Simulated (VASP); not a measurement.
# GeCl2 (Fm-3m) in VASP: notebook

The runs below take GeCl2 through single point, relaxation of cell and atoms, with PBE.

Program: VASP 6.6.1. These are calculated values, not measurements. Logs are shortened: lines on timing, memory, paths and dates and some standing lists are left out, and cuts for length are marked.

## (1) The structure

The structure is cubic, space group Fm-3m (No. 225). The conventional cell has a = 6.619 Å, b = 6.619 Å, c = 6.619 Å, α = 90.00°, β = 90.00°, γ = 90.00°. Around Ge (site symmetry m-3m) lie 8 Cl at 2.87 Å. Cl (site symmetry -43m) is surrounded by 4 Ge at 2.87 Å.

The cell was built by a generator and needn't be a form met in nature.

## (2) Single point, PBE

Input file INCAR:

```
SYSTEM = GeCl2
PREC = Accurate
ENCUT = 520
EDIFF = 1E-7
ISMEAR = 0
SIGMA = 0.02
LREAL = .False.
LASPH = .True.
NELM = 100
ALGO = Normal
ISIF = 2
LWAVE = .False.
LCHARG = .False.
GGA = PE
NBANDS = 21
```

Input file KPOINTS:

```
Automatic mesh
0
Gamma
  6 6 6
  0 0 0
```

Input file POSCAR:

```
GeCl2
1.0
    0.0000000000      3.3096205066      3.3096205066
    3.3096205066      0.0000000000      3.3096205066
    3.3096205066      3.3096205066      0.0000000000
Ge Cl
1 2
Direct
    0.0000000000      0.0000000000      0.0000000000
    0.2500000000      0.2500000000      0.2500000000
    0.7500000000      0.7500000000      0.7500000000
```

Potentials or basis: VASP PAW PBE potentials, release 64 (Ge_d, Cl).

Command:

```
cat potpaw_PBE.64/Ge_d/POTCAR potpaw_PBE.64/Cl/POTCAR > POTCAR
mpirun -np 1 vasp_std > vasp.out
```

OUTCAR:

```text
SYSTEM = GeCl2
   PREC = Accurate
   ENCUT = 520
   EDIFF = 1E-7
   ISMEAR = 0
   LREAL = .False.
   LASPH = .True.
   NELM = 100
   ISIF = 2
   GGA = PE

 ion  position               nearest neighbor table
   1  0.000  0.000  0.000-
   2  0.250  0.250  0.250-
   3  0.750  0.750  0.750-

  LATTYP: Found a face centered cubic cell.
 ALAT       =     6.6192410132

  Lattice vectors:

 A1 = (   0.0000000000,   3.3096205066,   3.3096205066)
 A2 = (   3.3096205066,   0.0000000000,   3.3096205066)
 A3 = (   3.3096205066,   3.3096205066,   0.0000000000)

Analysis of symmetry for initial positions (statically):
=====================================================================
 Subroutine PRICEL returns:
 Original cell was already a primitive cell.

 Routine SETGRP: Setting up the symmetry group for a
 face centered cubic supercell.

 Subroutine GETGRP returns: Found 48 space group operations
 (whereof 48 operations were pure point group operations)
 out of a pool of 48 trial point group operations.

The static configuration has the point symmetry O_h .

Analysis of symmetry for dynamics (positions and initial velocities):
=====================================================================
 Subroutine PRICEL returns:
 Original cell was already a primitive cell.

 Routine SETGRP: Setting up the symmetry group for a
 face centered cubic supercell.

 Subroutine GETGRP returns: Found 48 space group operations
 (whereof 48 operations were pure point group operations)
 out of a pool of 48 trial point group operations.

The dynamic configuration has the point symmetry O_h .

 Subroutine INISYM returns: Found 48 space group operations
 (whereof 48 operations are pure point group operations),
 and found     1 'primitive' translations

----------------------------------------------------------------------------------------

                                     Primitive cell

  volume of cell :      72.5044

  direct lattice vectors                    reciprocal lattice vectors
     0.000000000  3.309620507  3.309620507    -0.151074723  0.151074723  0.151074723
     3.309620507  0.000000000  3.309620507     0.151074723 -0.151074723  0.151074723
     3.309620507  3.309620507  0.000000000     0.151074723  0.151074723 -0.151074723

  length of vectors
     4.680510207  4.680510207  4.680510207     0.261669095  0.261669095  0.261669095

  position of ions in fractional coordinates (direct lattice)
     0.000000000  0.000000000  0.000000000
     0.250000000  0.250000000  0.250000000
     0.750000000  0.750000000  0.750000000

  ion indices of the primitive-cell ions
   primitive index   ion index
                 1           1
                 2           2
                 3           3

----------------------------------------------------------------------------------------

 KPOINTS: Automatic mesh

Automatic generation of k-mesh.
 Grid dimensions read from file:
 generate k-points for:    6    6    6

 Generating k-lattice:

  Cartesian coordinates                     Fractional coordinates (reciprocal lattice)
    -0.025179120  0.025179120  0.025179120     0.166666667  0.000000000  0.000000000
     0.025179120 -0.025179120  0.025179120     0.000000000  0.166666667  0.000000000
     0.025179120  0.025179120 -0.025179120     0.000000000  0.000000000  0.166666667

  Length of vectors
     0.043611516  0.043611516  0.043611516

  Shift w.r.t. Gamma in fractional coordinates (k-lattice)
     0.000000000  0.000000000  0.000000000

 Subroutine IBZKPT returns following result:
 ===========================================

 Found     16 irreducible k-points:

 Following reciprocal coordinates:
            Coordinates               Weight
  0.000000  0.000000  0.000000      1.000000
  0.166667  0.000000  0.000000      8.000000
  0.333333  0.000000  0.000000      8.000000
  0.500000  0.000000  0.000000      4.000000
  0.166667  0.166667  0.000000      6.000000
  0.333333  0.166667  0.000000     24.000000
[... 8 lines left out ...]
 -0.333333  0.333333  0.166667     24.000000
 -0.333333  0.500000  0.166667     12.000000
   k-points           NKPTS =     16   k-points in BZ     NKDIM =     16   number of bands    NBANDS=     21
   number of dos      NEDOS =    301   number of ions     NIONS =      3
   total plane-waves  NPLWV =  46656
   dimension x,y,z NGX =    36 NGY =   36 NGZ =   36
   dimension x,y,z NGXF=    72 NGYF=   72 NGZF=   72
   ions per type =               1   2
   NGX,Y,Z   is equivalent  to a cutoff of  12.79, 12.79, 12.79 a.u.
   NGXF,Y,Z  is equivalent  to a cutoff of  25.57, 25.57, 25.57 a.u.
 SYSTEM =  GeCl2
   PREC   = accura    normal or accurate (medium, high low for compatibility)
   ISTART =      0    job   : 0-new  1-cont  2-samecut
   ICHARG =      2    charge: 1-file 2-atom 10-const
   ISPIN  =      1    spin polarized calculation?
   LNONCOLLINEAR =      F non collinear calculations
   LSORBIT =      F    spin-orbit coupling
   LASPH  =      T    aspherical Exc in radial PAW
   ENCUT  =  520.0 eV  38.22 Ry    6.18 a.u.   8.70  8.70  8.70*2*pi/ulx,y,z
   NELM   =    100;   NELMIN=  2; NELMDL= -5     # of ELM steps
   EDIFF  = 0.1E-06   stopping-criterion for ELM
   LREAL  =      F    real-space projection
   EDIFFG = 0.1E-05   stopping-criterion for IOM
   NSW    =      0    number of steps for IOM
   IBRION =     -1    ionic relax: 0-MD 1-quasi-New 2-CG
   NFREE  =      0    steps in history (QN), initial steepest desc. (CG)
   ISIF   =      2    stress and relaxation
   ISYM   =      2    0-nonsym 1-usesym 2-fastsym
   POTIM  = 0.5000    time-step for ionic-motion
   TEBEG  =    0.0;   TEEND  =   0.0 temperature during run
   PSTRESS=    0.0 pullay stress
   NELECT =      28.0000    total number of electrons
   NUPDOWN=      -1.0000    fix difference up-down
   EMIN   =  10.00;   EMAX   =-10.00  energy-range for DOS
   EFERMI =   0.00;   METHOD = LEGACY
   ISMEAR =     0;   SIGMA  =   0.02  broadening in eV -4-tet -1-fermi 0-gaus
   EFERMI_NEDOS =   21; number of points for ismear=-14 and -15
   IALGO  =     38    algorithm
   IMIX   =      4    mixing-type and parameters
     AMIX     =   0.40;   BMIX     =  1.00
     AMIX_MAG =   1.60;   BMIX_MAG =  1.00
  volume/ion in A,a.u.               =      24.17       163.09
  Fermi-wavevector in a.u.,A,eV,Ry     =   1.192173  2.252880 19.337643  1.421277
  Thomas-Fermi vector in A             =   2.328218
   LORBIT       =      0    0 simple, 1 ext, 2 COOP (PROOUT), +10 PAW based schemes
   GGA     = PE    functional components
   LHFCALC =     F    Hartree Fock is set to
   AEXX    =    0.0000 exact exchange contribution
   IVDW    =     0    specifies the selected vdW correction
   LEPSILON=     F    determine dielectric tensor
   LRPA    =     F    only Hartree local field effects (RPA)
 non-spin polarized calculation
 Gauss-broadening in eV      SIGMA  =   0.02
  energy-cutoff  :      520.00
  volume of cell :       72.50
 maximum number of plane-waves:      1980
   NGX = 17   NGY = 17   NGZ = 17

 number of electron      27.9999991 magnetization

 Free energy of the ion-electron system (eV)
  ---------------------------------------------------
  ext. energy  EPLUGINS =         0.00000000
  ---------------------------------------------------
  free energy    TOTEN  =       -10.06463438 eV

  energy without entropy =      -10.06463438  energy(sigma->0) =      -10.06463438

 E-fermi :   1.8279     XC(G=0):  -8.9617

 val. band max:        1.6498830346   @ k =   0.5000   0.0000   0.0000
 cond. band min:       4.3253720242   @ k =   0.1667   0.1667   0.0000
 fundamental gap:      2.6754889896
 Fermi energy:         1.8278538335

 k-point     1 :       0.0000    0.0000    0.0000
  band No.  band energies     occupation
      1     -22.4313      2.00000
      2     -22.4313      2.00000
      3     -22.4303      2.00000
      4     -22.4303      2.00000
      5     -22.4303      2.00000
      6     -12.8293      2.00000
[... 13 lines left out ...]
     20      10.1055      0.00000
     21      15.4594      0.00000

 k-point     2 :       0.1667    0.0000    0.0000
  band No.  band energies     occupation
      1     -22.4313      2.00000
      2     -22.4313      2.00000
      3     -22.4306      2.00000
      4     -22.4302      2.00000
      5     -22.4302      2.00000
      6     -12.7118      2.00000
[... 13 lines left out ...]
     20      10.7965      0.00000
     21      14.0618      0.00000

 k-point     3 :       0.3333    0.0000    0.0000
  band No.  band energies     occupation
      1     -22.4314      2.00000
      2     -22.4314      2.00000
      3     -22.4310      2.00000
      4     -22.4298      2.00000
      5     -22.4298      2.00000
      6     -12.3934      2.00000
[... 13 lines left out ...]
     20      11.2837      0.00000
     21      14.1486      0.00000

 k-point     4 :       0.5000    0.0000    0.0000
  band No.  band energies     occupation
      1     -22.4314      2.00000
      2     -22.4314      2.00000
      3     -22.4312      2.00000
      4     -22.4296      2.00000
      5     -22.4296      2.00000
      6     -11.9954      2.00000
[... 13 lines left out ...]
     20      11.5292      0.00000
     21      13.7465      0.00000

 k-point     5 :       0.1667    0.1667    0.0000
  band No.  band energies     occupation
      1     -22.4314      2.00000
      2     -22.4313      2.00000
      3     -22.4308      2.00000
      4     -22.4300      2.00000
      5     -22.4300      2.00000
      6     -12.6776      2.00000
[... 13 lines left out ...]
     20      11.0522      0.00000
     21      14.3872      0.00000
[... 190 lines left out ...]
     20      12.0884      0.00000
     21      14.2894      0.00000

 k-point    14 :       0.5000    0.3333    0.1667
  band No.  band energies     occupation
      1     -22.4315      2.00000
      2     -22.4312      2.00000
      3     -22.4312      2.00000
      4     -22.4299      2.00000
      5     -22.4294      2.00000
      6     -12.2063      2.00000
[... 13 lines left out ...]
     20      12.3493      0.00000
     21      13.2696      0.00000

 k-point    15 :      -0.3333    0.3333    0.1667
  band No.  band energies     occupation
      1     -22.4315      2.00000
      2     -22.4312      2.00000
      3     -22.4307      2.00000
      4     -22.4304      2.00000
      5     -22.4293      2.00000
      6     -11.9229      2.00000
[... 13 lines left out ...]
     20      12.6320      0.00000
     21      12.7511      0.00000

 k-point    16 :      -0.3333    0.5000    0.1667
  band No.  band energies     occupation
      1     -22.4315      2.00000
      2     -22.4315      2.00000
      3     -22.4310      2.00000
      4     -22.4299      2.00000
      5     -22.4291      2.00000
      6     -12.0202      2.00000
[... 13 lines left out ...]
     20      12.5147      0.00000
     21      13.0887      0.00000

------------------------ aborting loop because EDIFF is reached ----------------------------------------

  FORCE on cell =-STRESS in cart. coord.  units (eV):
  Direction    XX          YY          ZZ          XY          YZ          ZX
  --------------------------------------------------------------------------------------
  -------------------------------------------------------------------------------------
  Total       -0.0176566     -0.0176566     -0.0176566      0.0000000      0.0000000     -0.0000000
  in kB       -0.3901695     -0.3901695     -0.3901695      0.0000000      0.0000000     -0.0000000
  external PRESSURE =      -0.3901695 kB  Pullay stress =       0.0000000 kB

 VOLUME and BASIS-vectors are now :
 -----------------------------------------------------------------------------
  energy-cutoff  :      520.00
  volume of cell :       72.50
      direct lattice vectors                 reciprocal lattice vectors
     0.000000000  3.309620507  3.309620507    -0.151074723  0.151074723  0.151074723
     3.309620507  0.000000000  3.309620507     0.151074723 -0.151074723  0.151074723
     3.309620507  3.309620507  0.000000000     0.151074723  0.151074723 -0.151074723

 POSITION                                       TOTAL-FORCE (eV/Angst)
 -----------------------------------------------------------------------------------
      0.00000      0.00000      0.00000        -0.000000     -0.000000     -0.000000
      1.65481      1.65481      1.65481        -0.000000     -0.000000     -0.000000
      4.96443      4.96443      4.96443         0.000000      0.000000      0.000000
 -----------------------------------------------------------------------------------
    total drift:                               -0.000000      0.000000      0.000000

  FREE ENERGIE OF THE ION-ELECTRON SYSTEM (eV)
  ---------------------------------------------------
  free  energy   TOTEN  =       -10.0646343775 eV

  energy  without entropy=      -10.0646343775  energy(sigma->0) =      -10.06463438
```

Run time: 23 s. Hardware: 1 thread of Intel Xeon Platinum 8488C (Sapphire Rapids), shared host; peak memory 0.2 GiB.

Results:

```yaml
Free_energy: -10.0646 eV
Pressure: 0.0 GPa
Band_gap_on_the_k_mesh: 2.68 eV, indirect (least direct gap 3.08 eV)
```

Levels at points of the mesh, in eV from the valence-band top:
| k point | band 12 | band 13 | band 14 | band 15 | band 16 | band 17 |
| --- | --- | --- | --- | --- | --- | --- |
| (0.00, 0.00, 0.00) | -1.29 | -1.29 | -1.29 | 2.91 | 2.91 | 2.91 |
| (0.50, 0.00, 0.00) | -1.84 | -1.84 | 0.00 | 4.25 | 4.25 | 4.76 |
| (0.50, 0.50, 0.00) | -0.48 | -0.48 | -0.15 | 2.93 | 5.20 | 5.20 |

A k mesh can miss the band edges.

## (3) Single point, PBE (species swapped into the PrO2 type (Fm-3m, No. 225))

Input file INCAR:

```
ALGO     = Normal         # electronic algorithm
EDIFF    = 1E-6           # SCF threshold, eV
ENCUT    = 520            # plane-wave cutoff, eV
GGA      = PE             # functional
ISIF     = 2              # what is computed and relaxed
ISMEAR   = 0              # smearing method
LASPH    = True           # aspherical terms in the spheres
LCHARG   = True           # write CHGCAR
LELF     = True           # ELF
LREAL    = False          # projectors in reciprocal space
LVHAR    = True         
LWAVE    = False          # write WAVECAR
NBANDS   = 21             # bands
NELM     = 100            # most SCF steps
PREC     = Accurate       # precision mode
SIGMA    = 0.02           # smearing width, eV
```

Input file KPOINTS:

```
k-points
0
Gamma
  6 6 6
```

POSCAR is that of step 2.

Potentials or basis: VASP PAW PBE potentials, release 64 (Ge_d, Cl).

Command:

```
cat potpaw_PBE.64/Ge_d/POTCAR potpaw_PBE.64/Cl/POTCAR > POTCAR
mpirun -np 1 vasp_std > vasp.out
```

Run time: 21 s. Hardware: 1 thread of Intel Xeon Platinum 8488C (Sapphire Rapids), shared host; peak memory 0.2 GiB.

Results (log left out):

* Free energy: -10.0646 eV
* Pressure: -0.1 GPa
* Band gap on the k mesh: 2.68 eV, indirect (least direct gap 3.08 eV)

Levels at points of the mesh, in eV from the valence-band top:
```csv
k point,band 11,band 12,band 13,band 14,band 15,band 16,band 17,band 18
"(0.00, 0.00, 0.00)",-2.48,-1.29,-1.29,-1.29,2.91,2.91,2.91,8.43
"(0.50, 0.00, 0.00)",-2.51,-1.84,-1.84,0.00,4.25,4.25,4.76,9.04
"(0.50, 0.50, 0.00)",-1.21,-0.48,-0.48,-0.15,2.93,5.20,5.20,7.74
```

## (4) Relaxation of cell and atoms, PBE (species swapped into the PrO2 type (Fm-3m, No. 225))

Input file INCAR:

```
SYSTEM = GeCl2
ALGO = Normal
EDIFF = 1E-6
EDIFFG = -0.01
ENCUT = 600
GGA = PE
IBRION = 2
ISIF = 3
ISMEAR = 0
LASPH = .True.
LCHARG = .False.
LREAL = .False.
LWAVE = .False.
NELM = 100
NSW = 100
PREC = Accurate
SIGMA = 0.02
```

Input file KPOINTS:

```
k-points
0
Gamma
  6 6 6
  0 0 0
```

Input file POSCAR:

```
GeCl2
1.0
    0.0000000000      3.3141642086      3.3141642086
    3.3141642086      0.0000000000      3.3141642086
    3.3141642086      3.3141642086      0.0000000000
Ge Cl
1 2
Direct
    0.0000000000      0.0000000000      0.0000000000
    0.2500000000      0.2500000000      0.2500000000
    0.7500000000      0.7500000000      0.7500000000
```

Command:

```
cat potpaw_PBE.64/Ge_d/POTCAR potpaw_PBE.64/Cl/POTCAR > POTCAR
mpirun -np 1 vasp_std > vasp.out
```

Run time: 36 s. Hardware: 1 thread of Intel Xeon Platinum 8488C (Sapphire Rapids), shared host; peak memory 0.25 GiB.

It converged, with:

```yaml
Free_energy: -10.0650 eV
Relaxed_volume: 24.14 Å³/atom
Relaxed_cell: a = 4.678 Å, b = 4.678 Å, c = 4.678 Å, α = 60.00°, β = 60.00°, γ = 60.00°
Space_group_after_relaxing_to_0.05_Å: Fm-3m (No. 225)
Energy_gained_by_relaxing: 0.1 meV/atom
Ionic_steps: 2
Pressure_after_relaxing: 0.0 GPa
Band_gap_on_the_k_mesh: 2.67 eV, indirect (least direct gap 3.09 eV)
```

Step by step:
| step | energy change (eV) | largest force (eV/Å) | pressure (GPa) | volume (Å³) |
| --- | --- | --- | --- | --- |
| 1 | 0.0000 | 0.0000 | -0.25 | 72.80 |
| 2 | -0.0002 | 0.0000 | 0.02 | 72.41 |

Final structure:
```
CELL_PARAMETERS angstrom
0.00000 3.30819 3.30819
3.30819 0.00000 3.30819
3.30819 3.30819 0.00000
ATOMIC_POSITIONS crystal
Ge 0.00000 0.00000 0.00000
Cl 0.25000 0.25000 0.25000
Cl 0.75000 0.75000 0.75000
```

Levels at points of the mesh, in eV from the valence-band top:
```
           k point  band 10  band 11  band 12  band 13  band 14  band 15  band 16  band 17  band 18
(0.00, 0.00, 0.00)    -2.49    -2.49    -1.30    -1.30    -1.30     2.90     2.90     2.90     8.42
(0.50, 0.00, 0.00)    -2.52    -2.52    -1.85    -1.85     0.00     4.25     4.25     4.76     9.04
(0.50, 0.50, 0.00)    -3.68    -1.22    -0.48    -0.48    -0.16     2.93     5.20     5.20     7.74
```

## (5) The runs side by side

| task | cell | cutoff (eV) | gap on the mesh (eV) | pressure (GPa) |
| --- | --- | --- | --- | --- |
| single point | as given | 520 | 2.68 | 0.0 |
| single point | species swapped into the PrO2 type (Fm-3m, No. 225) | 520 | 2.68 | -0.1 |
| relaxation of cell and atoms | relaxed from: species swapped into the PrO2 type (Fm-3m, No. 225) | 600 | 2.67 | 0.0 |

Alike in all rows: level PBE; potentials or basis VASP PAW PBE potentials, release 64 (Ge_d, Cl); no spin polarisation; k mesh 6 × 6 × 6; smearing gaussian 0.02 eV.

Absolute energies hang on the potentials; compare differences alone.
